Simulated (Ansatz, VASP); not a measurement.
**B2O3 (glassy B2O3) in two plane-wave programs**

Aim: how closely do two programs agree when they are given the same cell, functional and k mesh? The structure shown is the start of the Ansatz relaxation below; VASP solves that cell, so the two are compared at the walk's first step.

Calculated with Ansatz 0.2.0; plane waves, with VASP 6.6.1 beside it; single point at r2SCAN.

## 1. Starting point

The cell holds 90 atoms: 36 B and 54 O. Cell: a = 10.252 Å, b = 10.252 Å, c = 10.252 Å, α = 90.0°, β = 90.0°, γ = 90.0°. As first built, before any earlier steps moved the atoms (in the runner's words): 90 atoms (36 B, 54 O) placed at random at 1.93 g/cm^3, melted at 3000 K for 20 ps at fixed volume with the Buckingham and Coulomb pair potential of Guillot and Sator (Geochim. Cosmochim. Acta 71, 1249 (2007)) with the boron terms of Wang et al. (J. Non-Cryst. Solids 498, 294 (2018)). Quenched from 3000 K to 300 K at 50 K/ps and fixed volume, held 10 ps at zero pressure, then minimised at fixed cell.

## 2. Ansatz: relaxation, r2SCAN

Ansatz runs on its default PAW (the set named soft_2) files.

The two programs are compared at the cell with which this relaxation starts, whose forces are those of its first step.

input.yaml reads:

```yaml
crystal:
  lattice:
    - [10.25153, 0.0, 0.0]
    - [0.0, 10.25153, 0.0]
    - [0.0, 0.0, 10.25153]
  atoms:
    - { symbol: B, position: [0.26028, 0.89491, 0.62177] }
    - { symbol: B, position: [0.30209, 0.24476, 0.44016] }
    - { symbol: B, position: [0.794, 0.92487, 0.0096] }
    - { symbol: B, position: [0.97024, 0.3761, 0.82566] }
    - { symbol: B, position: [0.86711, 0.71571, 0.46903] }
    - { symbol: B, position: [0.04073, 0.13805, 0.78718] }
    - { symbol: B, position: [0.64673, 0.71218, 0.32166] }
    - { symbol: B, position: [0.01474, 0.59551, 0.22883] }
    - { symbol: B, position: [0.6, 0.93021, 0.19875] }
    - { symbol: B, position: [0.39901, 0.04126, 0.89633] }
    - { symbol: B, position: [0.50317, 0.15628, 0.29905] }
    - { symbol: B, position: [0.23648, 0.0266, 0.09467] }
    - { symbol: B, position: [0.33342, 0.54203, 0.13613] }
    - { symbol: B, position: [0.10795, 0.83585, 0.42915] }
    - { symbol: B, position: [0.39534, 0.43327, 0.74713] }
    - { symbol: B, position: [0.50066, 0.80572, 0.58616] }
    - { symbol: B, position: [0.71305, 0.12407, 0.88238] }
    - { symbol: B, position: [0.69368, 0.26489, 0.44822] }
    - { symbol: B, position: [0.68367, 0.66031, 0.94972] }
    - { symbol: B, position: [0.21722, 0.77235, 0.8547] }
    - { symbol: B, position: [0.60796, 0.28167, 0.69858] }
    - { symbol: B, position: [0.44082, 0.55973, 0.52483] }
    - { symbol: B, position: [0.93425, 0.49673, 0.59806] }
    - { symbol: B, position: [0.51519, 0.49458, 0.29425] }
    - { symbol: B, position: [0.1989, 0.44561, 0.93038] }
    - { symbol: B, position: [0.29475, 0.16768, 0.69767] }
    - { symbol: B, position: [0.11591, 0.4362, 0.40981] }
    - { symbol: B, position: [0.91326, 0.12511, 0.4415] }
    - { symbol: B, position: [0.91447, 0.9622, 0.65842] }
    - { symbol: B, position: [0.01412, 0.76637, 0.02602] }
    - { symbol: B, position: [0.45537, 0.78692, 0.93551] }
    - { symbol: B, position: [0.78615, 0.50765, 0.14786] }
    - { symbol: B, position: [0.73068, 0.78853, 0.72482] }
    - { symbol: B, position: [0.79041, 0.24905, 0.09936] }
    - { symbol: B, position: [0.00925, 0.12472, 0.20187] }
    - { symbol: B, position: [0.26324, 0.78819, 0.2147] }
    - { symbol: O, position: [0.99699, 0.10359, 0.33636] }
    - { symbol: O, position: [0.70766, 0.92935, 0.11524] }
    - { symbol: O, position: [0.31575, 0.08007, 0.99773] }
    - { symbol: O, position: [0.06589, 0.43556, 0.90248] }
    - { symbol: O, position: [0.82455, 0.22877, 0.43598] }
    - { symbol: O, position: [0.76401, 0.37329, 0.14718] }
    - { symbol: O, position: [0.2248, 0.8535, 0.74616] }
    - { symbol: O, position: [0.7517, 0.74367, 0.40246] }
    - { symbol: O, position: [0.9046, 0.03816, 0.54533] }
    - { symbol: O, position: [0.64666, 0.30467, 0.56965] }
    - { symbol: O, position: [0.56054, 0.71272, 0.97743] }
    - { symbol: O, position: [0.98845, 0.01627, 0.75926] }
    - { symbol: O, position: [0.32108, 0.21479, 0.57273] }
    - { symbol: O, position: [0.33767, 0.72681, 0.90044] }
    - { symbol: O, position: [0.74837, 0.58325, 0.04031] }
    - { symbol: O, position: [0.60876, 0.81518, 0.66817] }
    - { symbol: O, position: [0.38396, 0.51792, 0.6406] }
    - { symbol: O, position: [0.03485, 0.44814, 0.51907] }
    - { symbol: O, position: [0.84098, 0.84909, 0.67278] }
    - { symbol: O, position: [0.4388, 0.46985, 0.18486] }
    - { symbol: O, position: [0.24324, 0.48749, 0.05129] }
    - { symbol: O, position: [0.91395, 0.4422, 0.72099] }
    - { symbol: O, position: [0.48526, 0.68844, 0.5169] }
    - { symbol: O, position: [0.2063, 0.33511, 0.40563] }
    - { symbol: O, position: [0.26453, 0.89862, 0.13422] }
    - { symbol: O, position: [0.4605, 0.47747, 0.41853] }
    - { symbol: O, position: [0.73738, 0.7042, 0.83204] }
    - { symbol: O, position: [0.16092, 0.91063, 0.53045] }
    - { symbol: O, position: [0.53276, 0.04497, 0.22655] }
    - { symbol: O, position: [0.66742, 0.18054, 0.76805] }
    - { symbol: O, position: [0.12102, 0.08541, 0.13558] }
    - { symbol: O, position: [0.1962, 0.79931, 0.33251] }
    - { symbol: O, position: [0.32246, 0.67142, 0.17848] }
    - { symbol: O, position: [0.37813, 0.18287, 0.34552] }
    - { symbol: O, position: [0.46378, 0.92209, 0.91466] }
    - { symbol: O, position: [0.7556, 0.99506, 0.89845] }
    - { symbol: O, position: [0.10145, 0.52685, 0.30847] }
    - { symbol: O, position: [0.50988, 0.3593, 0.75368] }
    - { symbol: O, position: [0.90823, 0.8519, 0.01967] }
    - { symbol: O, position: [0.0412, 0.69493, 0.1395] }
    - { symbol: O, position: [0.96178, 0.23968, 0.83296] }
    - { symbol: O, position: [0.16613, 0.16788, 0.7433] }
    - { symbol: O, position: [0.6061, 0.23167, 0.34893] }
    - { symbol: O, position: [0.38687, 0.10448, 0.77625] }
    - { symbol: O, position: [0.57514, 0.8149, 0.26734] }
    - { symbol: O, position: [0.62019, 0.58225, 0.28736] }
    - { symbol: O, position: [0.8691, 0.60664, 0.55159] }
    - { symbol: O, position: [0.90179, 0.18046, 0.13883] }
    - { symbol: O, position: [0.98478, 0.77826, 0.43764] }
    - { symbol: O, position: [0.10223, 0.7549, 0.92313] }
    - { symbol: O, position: [0.29142, 0.41888, 0.8333] }
    - { symbol: O, position: [0.71705, 0.1996, 0.99614] }
    - { symbol: O, position: [0.3925, 0.88872, 0.58869] }
    - { symbol: O, position: [0.88423, 0.55479, 0.23053] }
kpoints:
  mp_grid: { grid: [1, 1, 1] }
hamiltonian:
  xc: r2scan
scf:
  occupations: { method: gaussian, width: 0.025 }
output:
  forces: true
relax:
  f_tol: 0.05
  max_steps: 150
  cell: {}
```

Run with:

```bash
ansatz run input.yaml --threads 4 --pin off --max-ram 8192MiB --backend cpu --events-out ev --progress --plain --runs-dir out
```

Numbers of over 12 decimals in the logs are rounded to 6 here.

The program printed:

```text
Engine: ansatz 0.2.0, x86_64-unknown-linux-gnu
Pseudopotentials: kind: paw
Pseudopotential: B, paw, valence charge 3, recommended cutoff 500 eV (meta_gga), B.paw.azcp
Pseudopotential: O, paw, valence charge 6, recommended cutoff 500 eV (meta_gga), O.paw.azcp
Functional definition: r2SCAN
  parameter k0 = 0.174
  parameter k1 = 0.065
  parameter a1 = 4.9479
  exchange = r2scan_x(k0 = k0, k1 = k1, a1 = a1)
  correlation = r2scan_c
Crystal: 90 atoms, lattice volume = 1077.373 Å³
Basis set: ecut = 500 eV, 27369 PW (Γ), exchange–correlation on 300×300×300 points (64 copies of the dense FFT grid, shifted against one another)
Bands: 306, of which v1, the nominal top of the filled ones, is band 216 counted from 1 (215 counted from 0)
Symmetry: 1 space group operations
Space group: P1 (ITA 1), of the structure as read, at distance tolerance 1.0e-4 Å
k-points: 1
Non-local potential: B, projectors of the file, l = 0: 2, l = 1: 2, l = 2: 1
Non-local potential: O, projectors of the file, l = 0: 2, l = 1: 2, l = 2: 1
PAW form: soft (Blöchl's): semilocal exchange-correlation on the pseudo side does not see the compensation charge
PAW frozen core: B, regenerated for the run's functional (the file was generated under x = pbe(κ = 0.804, μ = 0.219515), c = pbe(β = 0.066725))
PAW frozen core: O, regenerated for the run's functional (the file was generated under x = pbe(κ = 0.804, μ = 0.219515), c = pbe(β = 0.066725))
PAW one-centre angular grid: B, 302 points (default); XC on 160 Gauss nodes
PAW one-centre angular grid: O, 302 points (default); XC on 160 Gauss nodes
Initial density: superposition of atomic densities (neutral atoms: chi_scale 0, normalization atom), corrected by the library's trained network
Initial wavefunctions: pseudopotential atomic-orbital guess
Functional: x = r2scan, c = r2scan; τ floored in thin density (d = 2e-4 eV/Å³)
SCF iter   1: F=—  HF=-36407.827258 eV  |F-HF|=—  |Δ(HF+E_count)|=         —  Δρ=8.73e-3  dr2=7.13e-1  dr2_τ=9.35e0  ethr=1.77e-3  ⟨swp⟩=6.0  Hψ=1335  notcnv=0  defer=55
preconditioner: auto → Resta (q_TF=auto, 2.343 Å⁻¹)  ε∞=2.8  [insulator: Δε(μ)=5.623 eV  Ē_g=17.760 eV  σ=0.025 eV  W_gap=1.00  n_scr=250 (ndim 8)  ℏωp=23.5 eV  f_vac=0.196  D(μ)=0.00/eV (n_scr^D=0)  ε∞_Penn≈2.8]
SCF iter   2: F=—  HF=-36410.660464 eV  |F-HF|=—  |Δ(HF+E_count)|=    2.83e0  Δρ=5.11e-3  dr2=1.78e-1  dr2_τ=1.47e-2  ethr=1.65e-4  ⟨swp⟩=3.0  Hψ=576  notcnv=0  defer=86
SCF iter   3: F=—  HF=-36410.641572 eV  |F-HF|=—  |Δ(HF+E_count)|=   1.89e-2  Δρ=9.73e-4  dr2=8.79e-3  dr2_τ=2.60e-3  ethr=4.11e-5  ⟨swp⟩=3.0  Hψ=368  notcnv=0  defer=30
automatic band count: iteration 3 solves 250 bands in place of 306: the levels show a gap, and the empty bands left out lie too high to hold charge; the band table lists the bands solved (type scf.n_extra_bands for more)
SCF iter   4: F=—  HF=-36410.642637 eV  |F-HF|=—  |Δ(HF+E_count)|=   1.06e-3  Δρ=2.87e-4  dr2=5.75e-4  dr2_τ=9.20e-5  ethr=2.04e-6  ⟨swp⟩=2.0  Hψ=436  notcnv=0  defer=30
SCF iter   5: F=—  HF=-36410.642836 eV  |F-HF|=—  |Δ(HF+E_count)|=   1.99e-4  Δρ=1.31e-4  dr2=1.58e-4  dr2_τ=1.90e-5  ethr=1.33e-7  ⟨swp⟩=2.0  Hψ=436  notcnv=0  defer=30
SCF iter   6: F=—  HF=-36410.642900 eV  |F-HF|=—  |Δ(HF+E_count)|=   6.34e-5  Δρ=4.16e-5  dr2=2.03e-5  dr2_τ=1.34e-6  ethr=3.67e-8  ⟨swp⟩=2.0  Hψ=397  notcnv=0  defer=30
SCF iter   7: F=—  HF=-36410.640933 eV  |F-HF|=—  |Δ(HF+E_count)|=   1.97e-3  Δρ=1.39e-5  dr2=1.94e-6  dr2_τ=1.48e-7  ethr=4.69e-9  ⟨swp⟩=2.0  Hψ=466  notcnv=0  defer=30
SCF iter   8: F=—  HF=-36410.640935 eV  |F-HF|=—  |Δ(HF+E_count)|=   1.24e-6  Δρ=7.29e-6  dr2=4.82e-7  dr2_τ=4.10e-8  ethr=4.49e-10  ⟨swp⟩=2.0  Hψ=435  notcnv=0  defer=30
SCF iter   9: F=-36410.640935 eV  HF=-36410.640935 eV  |F-HF|=4.48e-8  |Δ(HF+E_count)|=   1.03e-7  Δρ=1.35e-6  dr2=2.32e-8  dr2_τ=1.81e-9  ethr=2.31e-11  ⟨swp⟩=3.0  Hψ=959  notcnv=0
SCF 1 converged in 9 iterations: F = -36410.640935 eV  dr2 = 2.32e-8
  greatest PAW one-centre occupation: 0.867 electrons in one spin orbital (limit 2), on the O atom at site 61 (counted from 0), in its partial waves of l = 0
relax step   1: F+E_penalty+E_count = -36410.64093487 eV  Δ(F+E_penalty+E_count) = +0.000e0 eV  max|allowed force component| = 3.172e0 eV/Å  Δτ_max = 0.0000 Å  P = -13.368 GPa  Ω = 1077.373 Å³  (9 SCF iters, dr2 threshold 1.00e-7 eV, accepted)
Crystal: 90 atoms, lattice volume = 1041.732 Å³
Basis set: ecut = 500 eV, 26463 PW (Γ), exchange–correlation on 300×300×300 points (64 copies of the dense FFT grid, shifted against one another)
Initial density: handed on by an earlier stage of this run
Initial wavefunctions: those handed on with the density
iter 1 solved again at ethr=3.26e-4 eV; its pass at ethr=3.10e-3 eV (dr2=1.41e0 eV) is discarded
SCF iter   1: F=—  HF=-36416.545497 eV  |F-HF|=—  |Δ(HF+E_count)|=         —  Δρ=1.52e-2  dr2=1.41e0  dr2_τ=6.29e0  ethr=3.26e-4  ⟨swp⟩=4.0  Hψ=1321  notcnv=0
[...]
atom  77  O     -0.00185504    -0.00101793    -0.00318589
  atom  78  O     -0.00273804     0.01152272     0.00314761
  atom  79  O      0.00289897     0.00347333    -0.00341228
  atom  80  O     -0.00350622     0.00102181    -0.00126053
  atom  81  O      0.01076725     0.00136057    -0.00014728
  atom  82  O     -0.00166747    -0.00310818     0.00989342
  atom  83  O     -0.00451834     0.00178273    -0.01283909
  atom  84  O      0.00460639    -0.00742734     0.00377966
  atom  85  O      0.00301057     0.00208656     0.00143614
  atom  86  O      0.00916603     0.00341322    -0.01294102
  atom  87  O     -0.00191428     0.00969101     0.01797795
  atom  88  O      0.00866398    -0.00260549     0.00295863
  atom  89  O     -0.00527910    -0.00277906    -0.00163163
  atom  90  O      0.00052067    -0.00381850    -0.00466335
  max |Σ_I F_I| component: 1.03e-4 eV/Å
--- Stress (GPa, compression-positive) ---
        0.011453       0.003492       0.006505
        0.003497       0.011354      -0.002660
        0.006504      -0.002641      -0.000040
  P = ⅓ Tr σ = 0.0076 GPa (0.076 kbar)
--- Relaxed structure (25 steps of the walk, 23 accepted, 2 SCFs on fresh bases) ---
  F+E_penalty+E_count = -36421.74482325 eV   max|allowed force component| = 2.563e-2 eV/Å   (the final SCF, on the basis selected at the relaxed cell)
  cell:  # Å, volume = 1021.0246 Å³
    - [9.649423, 0.630073, -0.230327]
    - [0.630073, 10.503741, 0.842201]
    - [-0.230327, 0.842201, 10.189089]
  atoms:
    - { symbol: B, position: [0.231191, 0.842128, 0.648383] }
    - { symbol: B, position: [0.312974, 0.246178, 0.426724] }
    - { symbol: B, position: [0.752610, 0.931768, 0.045284] }
    - { symbol: B, position: [1.068369, 0.375437, 0.833097] }
    - { symbol: B, position: [0.915009, 0.707215, 0.437226] }
    - { symbol: B, position: [0.016889, 0.178587, 0.727817] }
    - { symbol: B, position: [0.671080, 0.699822, 0.327420] }
    - { symbol: B, position: [-0.00498938, 0.548181, 0.193316] }
    - { symbol: B, position: [0.588468, 0.920852, 0.231127] }
    - { symbol: B, position: [0.324711, 0.045307, 0.899174] }
    - { symbol: B, position: [0.514091, 0.111065, 0.347206] }
    - { symbol: B, position: [0.210803, -0.000643725, 0.111225] }
    - { symbol: B, position: [0.353490, 0.528790, 0.176686] }
    - { symbol: B, position: [0.150129, 0.774659, 0.435782] }
    - { symbol: B, position: [0.419850, 0.447777, 0.765757] }
    - { symbol: B, position: [0.491891, 0.823115, 0.611077] }
    - { symbol: B, position: [0.693395, 0.109680, 0.856408] }
    - { symbol: B, position: [0.683618, 0.226034, 0.468322] }
    - { symbol: B, position: [0.668840, 0.684963, 0.919866] }
    - { symbol: B, position: [0.158621, 0.821018, 0.872595] }
    - { symbol: B, position: [0.570884, 0.260335, 0.669502] }
    - { symbol: B, position: [0.454978, 0.606804, 0.562012] }
    - { symbol: B, position: [1.029155, 0.522248, 0.611947] }
    - { symbol: B, position: [0.520916, 0.530104, 0.354085] }
[...]
- { symbol: B, position: [0.905855, 1.004527, 0.645011] }
    - { symbol: B, position: [-0.026604, 0.771617, 0.042404] }
    - { symbol: B, position: [0.411159, 0.804757, 0.919758] }
    - { symbol: B, position: [0.813790, 0.477788, 0.060412] }
    - { symbol: B, position: [0.728127, 0.840247, 0.717769] }
    - { symbol: B, position: [0.810544, 0.245991, 0.003994] }
    - { symbol: B, position: [-0.00555345, 0.123446, 0.190348] }
    - { symbol: B, position: [0.278527, 0.767742, 0.229213] }
    - { symbol: O, position: [0.950454, 0.161800, 0.303920] }
    - { symbol: O, position: [0.664879, 0.976960, 0.134862] }
    - { symbol: O, position: [0.240171, 0.076330, 0.997048] }
    - { symbol: O, position: [0.145290, 0.374612, 0.948167] }
    - { symbol: O, position: [0.822293, 0.235624, 0.472884] }
    - { symbol: O, position: [0.788342, 0.376237, 0.00236047] }
    - { symbol: O, position: [0.147227, 0.883966, 0.743645] }
    - { symbol: O, position: [0.788428, 0.742431, 0.370938] }
    - { symbol: O, position: [0.947808, 0.025656, 0.515683] }
    - { symbol: O, position: [0.596544, 0.297687, 0.539147] }
    - { symbol: O, position: [0.530243, 0.719970, 0.931193] }
    - { symbol: O, position: [0.922972, 0.091411, 0.731201] }
    - { symbol: O, position: [0.340575, 0.198832, 0.559399] }
    - { symbol: O, position: [0.286528, 0.754389, 0.918184] }
    - { symbol: O, position: [0.737868, 0.595127, 0.019203] }
    - { symbol: O, position: [0.603355, 0.878976, 0.646426] }
    - { symbol: O, position: [0.411984, 0.565534, 0.685057] }
    - { symbol: O, position: [0.122516, 0.451212, 0.544871] }
    - { symbol: O, position: [0.840698, 0.899964, 0.683477] }
    - { symbol: O, position: [0.472970, 0.473376, 0.251876] }
    - { symbol: O, position: [0.284820, 0.463005, 0.096274] }
    - { symbol: O, position: [1.037021, 0.489650, 0.746736] }
    - { symbol: O, position: [0.510815, 0.720588, 0.543983] }
    - { symbol: O, position: [0.210492, 0.343064, 0.373255] }
[...]
- { symbol: O, position: [0.931016, 0.619366, 0.552364] }
    - { symbol: O, position: [0.912619, 0.158015, 0.075204] }
    - { symbol: O, position: [1.019371, 0.771427, 0.384374] }
    - { symbol: O, position: [0.043975, 0.834212, 0.944241] }
    - { symbol: O, position: [0.359017, 0.446546, 0.882709] }
    - { symbol: O, position: [0.718055, 0.209079, 0.918948] }
    - { symbol: O, position: [0.362445, 0.876323, 0.641535] }
    - { symbol: O, position: [0.912155, 0.460781, 0.163847] }
```

The column dr2 measures how far the density is from self-consistency, as an energy; F and HF (Harris–Foulkes) agree once it is small.

(Part 1 of 2 ends here.)

[Lines on the potential files, build, host, timing and source positions are cut from VASP's logs without a mark.]

[Logs are printed without paths, hosts, clocks, repeated set-up lines and the standing remarks that a program may print on its own settings, such as how far it seeks lower states.]

[Hosts, paths, dates, database ids (printed as entryN), source tags and the programs' standing remarks are cut or masked in the printed files.]
